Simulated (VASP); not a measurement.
Consider the following.

```yaml
crystal:
  lattice:
    - [3.73105, -1.90991, -0.00243]
    - [3.73105, 1.90991, -0.00243]
    - [2.75543, 0.00000, 3.15850]
  atoms:
    - { symbol: As, position: [0.22700, 0.22700, 0.22700] }
    - { symbol: As, position: [0.77300, 0.77300, 0.77300] }
```

Computed with HSE06 screened hybrid (exact exchange on a k-mesh reduced by 3x3x3), VASP's PBE PAW potentials (set 64) (plane waves; VASP). Settings: PREC = Normal, EDIFF = 1E-5, 400 eV cut-off, 12×12×12 Γ-centred mesh, first-order Methfessel-Paxton smearing of 0.10 eV, potentials As.

Exact exchange is summed on a reduced mesh (NKRED).

### Question
Estimate the energy per atom (σ→0), largest force, band gap (on the k-mesh) with the smallest direct gap where there is one.

### Answer

```json
{
  "band gap (on the k-mesh)": "none (metal, semimetal or under 0.01 eV)",
  "energy per atom (σ→0)": "-5.602 eV/atom",
  "largest_force": "0.361 eV/Å"
}
```

Total energies compare only between runs with the same potentials, cut-off and functional.

The compound is As in the a7 structure. It was relaxed first. The cell's shape comes from a PBE relaxation.
